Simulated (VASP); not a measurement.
Energy against volume of KF (rock salt). Method: vdW-DF-cx, VASP's PBE PAW potentials (set 64) (plane waves; VASP).

```csv
V (Å³/atom),E (eV/atom)
17.993,-2.09291
18.567,-2.09975
19.141,-2.10259
19.716,-2.10207
20.290,-2.09877
```

Q: Fit a third-order Birch-Murnaghan equation of state.

A: 
| Item | Result |
|---|---|
| volume per atom | 19.33 Å³/atom |
| bulk modulus | 29.5 GPa |
| pressure derivative of the bulk modulus | 5.14 |
| lattice constant a | 536.7 pm |

The compound is KF in the rock salt structure. It was relaxed first.
